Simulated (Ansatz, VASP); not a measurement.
# One calculation of BeB3P2, two programs

```
Be B P
1.0
     3.11092    1.79609    2.39985
    -3.11092    1.79609    2.39985
     0.00000   -3.59218    2.39985
Be B P
1 3 2
Direct
  0.50000 0.50000 0.50000
  0.00000 0.50000 0.00000
  0.50000 0.00000 0.00000
  0.00000 0.00000 0.50000
  0.78394 0.78394 0.78394
  0.21606 0.21606 0.21606
```

Alike in both runs: functional PBE; k mesh 4 × 4 × 4; occupations gaussian, width 0.1 eV; no spin polarisation.

Ansatz relaxed the structure, and its values are those at the end. VASP's run is a single point on that final structure, the one shown.

```csv
,VASP,Ansatz
version,VASP 6.6.1,Ansatz 0.2.0
potentials or method,"VASP PAW PBE potentials, release 64 (Be, B, P)","scalar-relativistic, plane waves, PAW"
plane-wave cutoff (eV),520,420
valence electrons in the cell,21,21
```

VASP gave:

```
gap on the k mesh at the Fermi level (eV) : none
pressure (GPa)                            : -0.3
rms of the force components (eV/Å)        : 0.010
```

Q: What did Ansatz give for the same quantities?

A: gap on the k mesh at the Fermi level (eV): none; pressure (GPa): 0.0; rms of the force components (eV/Å): 0.007.

A gap of «none» marks a metal or a gap that the smearing closes. With one functional, cell and mesh, what is left measures potentials, basis and numerics.

Caveats: the k mesh is coarse (spacing up to 0.36 Å⁻¹), so the values aren't converged.
